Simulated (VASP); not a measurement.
Crystal: Zr3PdSe4.

```
Zr Pd Se
1.0
     4.85903    0.00000    0.00000
     0.00000    4.85903    0.00000
     0.00000    0.00000    7.44899
Zr Pd Se
3 1 4
Cartesian
  2.4295 2.4295 4.7019
  2.4295 2.4295 2.7471
  2.4295 2.4295 0.0000
  0.0000 0.0000 3.7245
  0.0000 0.0000 6.0279
  0.0000 0.0000 1.4211
  0.0000 2.4295 3.7245
  2.4295 0.0000 3.7245
```

The cell was built by a generator and needn't be a form met in nature.

* Program: VASP 6.6.1
* Task: relaxation of cell and atoms
* Functional: PBE
* Potentials or basis: VASP PAW PBE potentials, release 64 (Zr_sv, Pd, Se)
* Cutoff: 520 eV
* k mesh: 3 × 3 × 2
* Occupations: gaussian, width 0.15 eV
* Spin: no spin polarisation

At the start: pressure 26.4 GPa; volume 21.98 Å³/atom.

Problem. Where does the relaxation end?

Solution. Over 15 steps the energy falls by 916.4 meV/atom and the volume is 24.42 Å³/atom (+11.1 %); space group P4/mmm (No. 123, to 0.05 Å).

Step by step:
```csv
step,energy change (eV),largest force (eV/Å),pressure (GPa),volume (Å³)
1,0.0000,17.0884,26.37,175.87
2,-1.3986,1.4750,-11.60,279.27
3,-3.2914,1.5483,-10.75,257.76
4,-4.5562,1.4199,-10.00,242.62
5,-6.4549,1.4721,-2.86,207.98
6,-6.4566,0.8036,0.08,200.31
7,-6.4878,1.1707,-1.74,204.36
8,-7.2113,0.4604,-1.12,198.93
9,-7.2904,0.4253,-0.19,196.40
10,-7.3064,0.3531,0.05,195.59
11,-7.3218,0.2276,0.95,193.36
12,-7.3289,0.1756,0.50,194.35
13,-7.3305,0.1365,0.23,195.09
14,-7.3305,0.1370,0.18,195.16
15,-7.3315,0.0784,0.17,195.34
```

Final structure:
```xyz
8
Lattice="4.7009 0.0000 0.0000 0.0000 4.7009 0.0000 0.0000 0.0000 8.8395" Properties=species:S:1:pos:R:3 pbc="T T T"
Zr    2.3505    2.3505    5.9610
Zr    2.3505    2.3505    2.8785
Zr    2.3505    2.3505    0.0000
Pd    4.7009    0.0000    4.4198
Se    0.0000    0.0000    7.3231
Se    0.0000    0.0000    1.5164
Se    4.7009    2.3505    4.4198
Se    2.3505    0.0000    4.4198
```

Caveat: the k mesh is coarse (spacing up to 0.43 Å⁻¹), so the values aren't converged.
